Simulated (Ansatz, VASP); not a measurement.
# Cross-check of C (Graphite) between VASP and Ansatz, part 2 of 2

Aim: how closely do two programs agree when they are given the same cell, functional and k mesh? The cell is taken from a series of VASP runs on this material, whose earlier steps may have relaxed, scaled or displaced it; both programs get it as it stands.

VASP 6.6.1 and Ansatz 0.2.0.

So far: The structure; VASP: zone-centre phonons, LDA.

## Step 3: Ansatz: zone-centre phonons, LDA

Level of this step: Ansatz beside VASP: Kohn-Sham DFT, plane waves, LDA (Ansatz).

Ansatz runs on its default PAW (the set named soft_2) files.

The same cell, functional (in two slightly different forms), mesh and smearing now go to Ansatz, which takes its cutoff from its data sets.

Contents of input.yaml:

```yaml
crystal:
  lattice:
    - [2.4474146795, 0.0, 0.0]
    - [-1.2237073397, 2.119523286, 0.0]
    - [0.0, 0.0, 6.5584365241]
  atoms:
    - { symbol: C, position: [0.0, 0.0, 0.75] }
    - { symbol: C, position: [0.0, 0.0, 0.25] }
    - { symbol: C, position: [0.3333333333, 0.6666666667, 0.75] }
    - { symbol: C, position: [0.6666666667, 0.3333333333, 0.25] }
hamiltonian:
  xc: lda
  pseudopotentials: { kind: paw }
kpoints:
  mp_grid: { grid: [18, 18, 6] }
scf:
  occupations: { method: methfessel_paxton, width: 0.2 }
phonons:
  method: dfpt
  qpoints: [[0, 0, 0]]
```

Launch:

```console
> ansatz run input.yaml --threads 4 --pin off --max-ram 9216MiB --backend cpu --events-out ev --progress --plain --runs-dir out
```

Numbers of over 12 decimals in the logs are rounded to 6 here.

Log:

```text
zone centre: on kpoints.mp_grid the ground state, and the responses unless they are solved on pairs of k-points, stand on 364 of the mesh's 1944 k-points, reduced under 4 symmetry operations, with k and −k counted as one. Each operation leaves every solved displacement unchanged or reverses it
Engine: ansatz 0.2.0, x86_64-unknown-linux-gnu
Pseudopotentials: kind: paw
Pseudopotential: C, paw, valence charge 4, recommended cutoff 420 eV (normal), C.paw.azcp
Functional definition: SPW92
  exchange = slater_x
  correlation = pw_c
Crystal: 4 atoms, lattice volume = 34.021 Å³
Basis set: ecut = 420 eV, 651 PW (Γ), exchange–correlation on 36×36×96 points (8 copies of the dense FFT grid, shifted against one another)
Bands: 12, of which v1, the nominal top of the filled ones, is band 8 counted from 1 (7 counted from 0)
Symmetry: 24 space group operations
k-points: 364 of 1944 (irreducible under 4 space group operations, time reversal used)
Non-local potential: C, projectors of the file, l = 0: 2, l = 1: 2, l = 2: 1
PAW form: soft (Blöchl's): semilocal exchange-correlation on the pseudo side does not see the compensation charge
PAW frozen core: C, regenerated for the run's functional, and the local potential with it (the file was generated under x = pbe(κ = 0.804, μ = 0.219515), c = pbe(β = 0.066725))
PAW one-centre angular grid: C, 110 points (default); XC on 64 Gauss nodes
Initial density: superposition of atomic densities (neutral atoms: chi_scale 0, normalization atom), corrected by the library's trained network
Initial wavefunctions: pseudopotential atomic-orbital guess
Functional: x = slater, c = lda
SCF iter   1: F=—  HF=-971.932619 eV  |F-HF|=—  |Δ(HF+E_count)|=         —  Δρ=6.01e-3  dr2=4.61e-3  ethr=1.77e-3  ⟨swp⟩=4.5  Hψ=22836  notcnv=0
preconditioner: auto → none  [metal: Δε(μ)=0.022 eV  Ē_g=15.745 eV  σ=0.200 eV  W_gap=0.09  n_scr=4 (ndim 8)  ℏωp=25.5 eV  f_vac=0.000  D(μ)=0.12/eV (n_scr^D=0)  sad-step TF]
SCF iter   2: F=—  HF=-971.932384 eV  |F-HF|=—  |Δ(HF+E_count)|=   2.35e-4  S|Δr|=    0.00e0  Δρ=3.41e-3  dr2=1.80e-3  ethr=2.88e-5  ⟨swp⟩=1.6  Hψ=8165  notcnv=0
SCF iter   3: F=—  HF=-971.932092 eV  |F-HF|=—  |Δ(HF+E_count)|=   2.92e-4  S|Δr|=    0.00e0  Δρ=2.20e-4  dr2=8.96e-6  ethr=1.12e-5  ⟨swp⟩=1.0  Hψ=4388  notcnv=0
SCF iter   4: F=—  HF=-971.932095 eV  |F-HF|=—  |Δ(HF+E_count)|=   3.32e-6  S|Δr|=    0.00e0  Δρ=5.53e-5  dr2=3.96e-7  ethr=5.60e-8  ⟨swp⟩=2.2  Hψ=7034  notcnv=0
SCF iter   5: F=—  HF=-971.932094 eV  |F-HF|=—  |Δ(HF+E_count)|=   1.52e-6  S|Δr|=    0.00e0  Δρ=1.57e-5  dr2=6.85e-8  ethr=2.47e-9  ⟨swp⟩=2.0  Hψ=7127  notcnv=0
SCF iter   6: F=—  HF=-971.932094 eV  |F-HF|=—  |Δ(HF+E_count)|=   1.82e-8  S|Δr|=    0.00e0  Δρ=1.61e-6  dr2=3.81e-10  ethr=4.28e-10  ⟨swp⟩=2.3  Hψ=7018  notcnv=0
SCF iter   7: F=—  HF=-971.932094 eV  |F-HF|=—  |Δ(HF+E_count)|=  1.26e-10  S|Δr|=    0.00e0  Δρ=2.87e-7  dr2=1.22e-11  ethr=2.38e-12  ⟨swp⟩=2.3  Hψ=7222  notcnv=0
SCF iter   8: F=-971.932094 eV  HF=-971.932094 eV  |F-HF|=2.27e-13  |Δ(HF+E_count)|=  1.48e-12  S|Δr|=    0.00e0  Δρ=3.32e-8  dr2=1.33e-13  ethr=1.00e-12  ⟨swp⟩=5.4  Hψ=17696  notcnv=0
SCF 1 converged in 8 iterations: F = -971.932094 eV  dr2 = 1.33e-13
  greatest PAW one-centre occupation: 0.670 electrons in one spin orbital (limit 2), on the C atom at site 1 (counted from 0), in its partial waves of l = 0
DFPT response loops at Γ: preconditioner auto → Kerker (q_TF=auto, 2.406 Å⁻¹) (partly filled bands, converged f_vac=0.000); β = 1.00, the filter's whole step (`scf.mixing.beta` (0.50) is not read by the response loops under this deck's `scf.mixing.preconditioner`; to damp them name `kerker` or `kerker_dos`, under which they read `scf.mixing.beta`, and type it under 1.00, their step now; both keys bind the ground state too); Broyden in place of MSR1
SCF converged after 8 iterations
Stability not checked: this state was not tested for a lower state beside it, because cold or Methfessel-Paxton smearing, or corrected tetrahedra, fill the levels in a way that the test cannot read (fill_not_monotonic; see scf.lower_state_search)
Free energy (F): -971.932094 eV
Harris-Foulkes:  -971.932094 eV  (|F-HF|=2.27e-13)
Internal energy: -971.931355 eV  (E = F + TS)
E sigma→0 (E₀):  -971.931909 eV
Entropy (-TS):   -0.000739 eV (-0.185 meV/atom)
Fermi energy:    7.094150 eV
Step filling:    the computed levels leave a gap of 0.0000 eV = 0.0 smearing widths at the electron count; against every level under it full and every level over it empty, smearing changes F+E_penalty+E_count by -0.630 meV and its σ→0 estimate by -0.445 meV
--- Per-component energies (eV) ---
  E_band       = -32.055894
  E_kinetic    = 365.847189
  E_local      = -596.234722  (includes V_loc(G=0)·N_el)
  E_nonlocal   = 114.199320
  E_hartree    = 176.082001
  E_xc         = -190.661831
  E_vxc        = -237.070850  (∫ρ·V_xc dr)
  E_paw        = -367.810889  (= ΣΔE_a)
  E_vpaw       = -30.960868  (= ΣTr[D̂ρ^β])
  E_aug_tail   = 0.000037  (compensation charges beyond the density's cutoff)
  E_ewald      = -473.603789
  E_core_change = 0.251330  (= ΣΔE_core)
  E_smearing   = -0.000739  (= −TS)
  E_closure    = 0.000000  (closes the sum)
  Σ components = -971.932094   (vs F -971.932094, Δ=0.00e0)
--- Band table (eV; the first three rows and the last of 364) ---
  k-point 0: bands = [... 4 lower, 4.1222, 4.1222, 4.1445, 4.1445, 11.1450, 15.5504, 15.5504, 15.6138]
  k-point 1: bands = [... 4 lower, 4.1238, 4.1238, 4.1432, 4.1432, 11.5168, 15.5546, 15.5546, 15.6094]
  k-point 2: bands = [... 4 lower, 4.1283, 4.1283, 4.1401, 4.1401, 12.5344, 15.5663, 15.5663, 15.5989]
  k-point 363: bands = [... 4 lower, -1.7448, -1.7448, 4.3081, 4.3081, 9.9216, 9.9216, 17.4672, 17.4672]
--- Phonons (Γ-DFPT): 4 representative perturbations + reference, on 364 of 1944 k-points (Σ response iterations 12) ---
  k mesh reduced under 4 symmetry operations, with k and −k counted as one. Each operation leaves every solved displacement unchanged or reverses it
  ASR residual: 2.293e-5 → 0.000e0 eV/Å²; symmetrization residual: 3.113e-7 eV/Å²
  ASR residual per site (eV/Å²): 1.51e-5 1.51e-5 2.29e-5 2.29e-5
  Γ frequencies (cm⁻¹): 0.00 0.00 0.00 42.69 42.69 120.54 883.51 890.05 1587.25 1587.25 1591.72 1591.72
  non-analytic LO–TO correction: not included (Born effective charges unavailable; polar crystals: no LO–TO splitting at Γ)
--- Phonons (arbitrary-q DFPT): 1 explicit q-point ---
  q = [0, 0, 0] (of the zone-centre solve; hermiticity 1.12e-8, symmetrization 2.70e-11): -0.00 -0.00 0.00 42.69 42.69 120.54 883.51 890.05 1587.25 1587.25 1591.72 1591.72
  sum rule: each row above includes the acoustic sum rule's correction from the zone centre's row sums; it moved no ω² by more than (0.72 cm⁻¹)²
```

Run time: 9.1 s. Hardware: 4 threads of Intel Xeon 6975P-C (Granite Rapids), shared host; peak memory 0.8 GiB.

## Step 4: Differences

Known differences besides the potentials themselves: the two LDA forms differ slightly; the cutoff is 420 eV in Ansatz and 520 eV in VASP; VASP's log shows a relativistic correction to its local exchange, Ansatz's none. Total energies have different zeros and are not compared.

Both answers:

```csv
quantity,Ansatz,VASP,difference
optical mode 1 to 2 (cm⁻¹),42.7,39.3,+3.4
optical mode 3 (cm⁻¹),120.5,120.8,-0.18 %
optical mode 4 (cm⁻¹),883.5,880.7,+0.32 %
optical mode 5 (cm⁻¹),890.0,887.4,+0.30 %
optical mode 6 to 7 (cm⁻¹),1587.2,1588.6,-0.09 %
optical mode 8 to 9 (cm⁻¹),1591.7,1592.6,-0.05 %
```

Modes are paired by rising frequency and degeneracy, not by their patterns, so a pair may still set unlike modes beside each other.

## Step 5: Outcome

```json
{
  "r.m.s. difference of the optical zone-centre modes, each program's sorted by frequency (zone-centre phonons, LDA)": "2.2 cm⁻¹"
}
```

What this shows: The r.m.s. difference of the optical zone-centre modes, each program's sorted by frequency is 2.2 cm⁻¹ (zone-centre phonons, LDA). How closely two codes agree says nothing of how well the functional describes the real material.

[Lines on the potential files, build, host, timing and source positions are cut from VASP's logs without a mark.]

[Logs are printed without paths, hosts, clocks, repeated set-up lines and the standing remarks that a program may print on its own settings, such as how far it seeks lower states.]

[Hosts, paths, dates, database ids (printed as entryN), source tags and the programs' standing remarks are cut or masked in the printed files.]
